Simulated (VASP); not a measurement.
Input of a VASP 6.6.1 run:

Contents of INCAR:

```
PREC     = Accurate       # precision mode
ENCUT    = 520            # plane-wave cutoff, eV
EDIFF    = 1E-7           # SCF threshold, eV
ISMEAR   = -1             # smearing method
SIGMA    = 0.02           # smearing width, eV
LREAL    = False          # projectors in reciprocal space
LASPH    = True           # aspherical terms in the spheres
NELM     = 60             # most SCF steps
ALGO     = Normal         # electronic algorithm
ISIF     = 2              # what is computed and relaxed
LWAVE    = False          # write WAVECAR
LCHARG   = False          # write CHGCAR
GGA      = PE             # functional
IVDW     = 12             # dispersion correction
NBANDS   = 34             # bands
```

Contents of KPOINTS:

```
regular mesh
0
Gamma
  1 1 1
```

The input POSCAR:

```
LiH9O5
1.0
    5.9739610000      0.0000000000      0.0000000000
    0.0000000000      5.9739610000      0.0000000000
    0.0000000000      0.0000000000      5.9739610000
O H Li
5 9 1
Direct
    0.8608358843      0.2050733174      0.5518616543
    1.0346736445      0.0024272003      0.9495542405
    0.1252937540      0.6634626507      0.4721992661
    0.7236404791      0.8126266643      0.2010893610
    0.3621382865      0.6368136652      0.0291096644
    0.8954193039      0.3700727206      0.5429730793
    0.9493198901      0.1504529407      0.4282418315
    0.9467755146      0.0524275267      0.8221178545
    0.9352923462     -0.0907438130      1.0401976176
    0.2204065276      0.6431578646      0.3262492005
   -0.0238200417      0.6476774790      0.4099290236
    0.5807202290      0.7370486684      0.1241722201
    0.6609015358      0.9298855483      0.2873470383
    0.3972238855      0.4735718897      0.0212924055
    0.1917153460     -0.2479761753      0.7735236303
```

Potentials or basis: VASP PAW PBE potentials, release 64 (O, H, Li_sv).

The run is started by

```console
$ cat potpaw_PBE.64/O/POTCAR potpaw_PBE.64/H/POTCAR potpaw_PBE.64/Li_sv/POTCAR > POTCAR
$ mpirun -np 1 vasp_gam > vasp.out
```

**Question.** What does it give for the band gap on the k mesh?

**Answer.** 3.41 eV, direct.

**Question.** Estimate the dispersion energy per atom.

**Answer.** -0.030 eV.

Forces on the atoms (eV/Å):
```
O    0.011  1.609  0.048
O    1.123 -0.224 -0.776
O    1.077 -0.431 -1.196
O    0.053 -1.491 -0.618
O    0.181 -1.061  0.244
H   -0.295 -1.457  0.360
H    0.306 -0.422 -0.467
H   -0.367  0.594 -0.220
H   -0.808 -0.168  0.542
H   -0.378  0.254  0.825
H   -0.653  0.599 -0.361
H    0.020  0.013  0.056
H   -0.477  1.067  0.767
H   -0.252  1.129  0.022
Li   0.458 -0.011  0.774
```

 PBE gaps usually lie below the measured ones, often by a third to a half.
